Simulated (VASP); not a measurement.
Ni:

```xyz
1
Lattice="0.0000 1.7619 1.7619 1.7619 0.0000 1.7619 1.7619 1.7619 0.0000" Properties=species:S:1:pos:R:3 pbc="T T T"
Ni    0.0000    0.0000    0.0000
```

Base run:

```yaml
Program: VASP 6.6.1
Functional: PBE
Potentials_or_basis: VASP PAW PBE potentials, release 64 (Ni)
Cutoff: 520 eV
k_mesh: 12 × 12 × 12
Occupations: gaussian, width 0.1 eV
Spin: collinear spin, ferromagnetic start
Starting_moments: "[0.8] μB"
```

Its results: band gap on the k mesh none (metal or under the smearing width); pressure -0.5 GPa; net moment 0.68 μB per cell; site moments Ni +0.69 μB.

**Question.** The run is repeated on the same cell with these changes: cutoff from 520 eV to 400 eV; k mesh from 12 × 12 × 12 to 14 × 14 × 14. What comes out?

**Answer.** Band gap on the k mesh none (metal or under the smearing width); pressure -1.7 GPa; net moment 0.59 μB per cell; site moments Ni +0.61 μB.
